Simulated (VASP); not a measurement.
Calculation: PBEsol GGA, VASP's PBE PAW potentials (set 64) (plane waves; VASP).

The input files of a VASP run:

INCAR:
```
SYSTEM = MoSi2
PREC = Accurate
ENCUT = 500
EDIFF = 1E-6
NELM = 100
ALGO = Normal
LREAL = .FALSE.
LASPH = .TRUE.
ISMEAR = 1
SIGMA = 0.1
GGA = PS
LMAXMIX = 4
LWAVE = .FALSE.
LCHARG = .FALSE.
IBRION = 2
ISIF = 3
NSW = 40
EDIFFG = -0.02
```

**KPOINTS**
```
Regular mesh
0
Gamma
 13 13 13
0 0 0
```

### POSCAR
```
MoSi2
1
   -1.5959625643     1.5959625643     3.9130134218
    1.5959625643    -1.5959625643     3.9130134218
    1.5959625643     1.5959625643    -3.9130134218
Si Mo
2 1
Direct
  0.6649515947   0.6649515947   0.0000000000
  0.3350484053   0.3350484053   0.0000000000
  0.0000000000   0.0000000000   0.0000000000
```

POTCAR, in this order: Si Mo_sv (PBE.64 set). Program: vasp_std.

The resulting files:

File OSZICAR:
```
       N       E                     dE             d eps       ncg     rms          rms(c)
DAV:   1     0.115827105222E+03    0.11583E+03   -0.11265E+04  5888   0.135E+03
DAV:   2    -0.232643032958E+02   -0.13909E+03   -0.13736E+03  7294   0.330E+02
DAV:   3    -0.260352917696E+02   -0.27710E+01   -0.27278E+01  7785   0.423E+01
DAV:   4    -0.260484375429E+02   -0.13146E-01   -0.13143E-01  6832   0.343E+00
DAV:   5    -0.260485487988E+02   -0.11126E-03   -0.11125E-03  7896   0.290E-01    0.231E+01
DAV:   6    -0.252512557144E+02    0.79729E+00   -0.72744E+00  6916   0.188E+01    0.506E+00
DAV:   7    -0.251214341865E+02    0.12982E+00   -0.10757E+00  6601   0.666E+00    0.477E+00
DAV:   8    -0.250802509005E+02    0.41183E-01   -0.13023E-01  7021   0.296E+00    0.453E-01
DAV:   9    -0.250792290364E+02    0.10219E-02   -0.23572E-03  7252   0.427E-01    0.242E-01
DAV:  10    -0.250791332551E+02    0.95781E-04   -0.67842E-04  7042   0.249E-01    0.621E-02
DAV:  11    -0.250791207839E+02    0.12471E-04   -0.24772E-04  6979   0.125E-01    0.395E-02
DAV:  12    -0.250791154499E+02    0.53340E-05   -0.30327E-05  6678   0.409E-02    0.788E-03
DAV:  13    -0.250791151529E+02    0.29695E-06   -0.77200E-07  3998   0.680E-03
   1 F= -.25079115E+02 E0= -.25079072E+02  d E =-.250791E+02
```

File OUTCAR:
```
------------------------ aborting loop because EDIFF is reached ----------------------------------------
  FORCE on cell =-STRESS in cart. coord.  units (eV):
  Direction    XX          YY          ZZ          XY          YZ          ZX
  --------------------------------------------------------------------------------------
  Total        0.0092271      0.0092271     -0.0183845      0.0000000     -0.0000000      0.0000000
  in kB        0.3708148      0.3708148     -0.7388303      0.0000000     -0.0000000      0.0000000
  external PRESSURE =       0.0009331 kB  Pullay stress =       0.0000000 kB
  volume of cell :       39.87
      direct lattice vectors                 reciprocal lattice vectors
    -1.595962564  1.595962564  3.913013422     0.000000000  0.313290557  0.127778759
     1.595962564 -1.595962564  3.913013422     0.313290557  0.000000000  0.127778759
     1.595962564  1.595962564 -3.913013422     0.313290557  0.313290557  0.000000000
 POSITION                                       TOTAL-FORCE (eV/Angst)
 -----------------------------------------------------------------------------------
      0.00000      0.00000      5.20393        -0.000000     -0.000000     -0.001529
      0.00000      0.00000      2.62210         0.000000      0.000000      0.001529
      0.00000      0.00000      0.00000        -0.000000     -0.000000      0.000000
 -----------------------------------------------------------------------------------
    total drift:                                0.000000      0.000000     -0.000000
  FREE ENERGIE OF THE ION-ELECTRON SYSTEM (eV)
  ---------------------------------------------------
  free  energy   TOTEN  =       -25.0791151529 eV

  energy  without entropy=      -25.0789871627  energy(sigma->0) =      -25.07907249

 reached required accuracy - stopping structural energy minimisation
```
(Selected blocks of OUTCAR.)

The compound is MoSi2 in the MoSi2 type structure. It was relaxed first.
